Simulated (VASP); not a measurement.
Energy against volume of HfC (rock salt). Method: revTPSS meta-GGA, VASP's PBE PAW potentials (set 64) (plane waves; VASP 6.6.1). Settings: 520 eV cut-off, 14×14×14 Γ-centred mesh, first-order Methfessel-Paxton smearing of 0.10 eV, potentials Hf_pv C.

```csv
V (Å³/atom),E (eV/atom)
11.598,7.22384
11.969,7.19497
12.339,7.18609
12.709,7.19441
```

Question: Fit these four points and predict the energy of the run at 13.079 Å³/atom.

Answer: A cubic in V^(−2/3), the third-order Birch-Murnaghan form, passes through the four points with V0 = 12.34 Å³/atom and B0 = 248 GPa, and gives 7.2176 eV/atom there. The run gave 7.2175 eV/atom, -0.1 meV/atom from the fit; all five points give B0 = 248 GPa.

The compound is HfC in the rock salt structure. It was relaxed first.
